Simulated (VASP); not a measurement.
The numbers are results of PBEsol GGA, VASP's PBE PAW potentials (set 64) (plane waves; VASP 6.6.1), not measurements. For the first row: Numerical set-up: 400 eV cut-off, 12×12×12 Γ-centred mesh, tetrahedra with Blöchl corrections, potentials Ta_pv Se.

```csv
system,energy (eV/atom)
TaSe2 (space group R3m),-7.5819
Ta (bcc),-12.5512
Se (trig),-3.8532
```

The references are the elements' solids at the same level; no temperature or zero-point terms are added. Without a dispersion term in the relaxation, distances and binding between the weakly bound layers, chains or molecules are unreliable, and so is what depends on them.

### Question
What is the formation energy per atom of TaSe2?

### Answer
The references average (1×(-12.5512) + 2×(-3.8532))/3 = -6.7525 eV, so the formation energy is -7.5819 − (-6.7525) = -0.829 eV/atom.
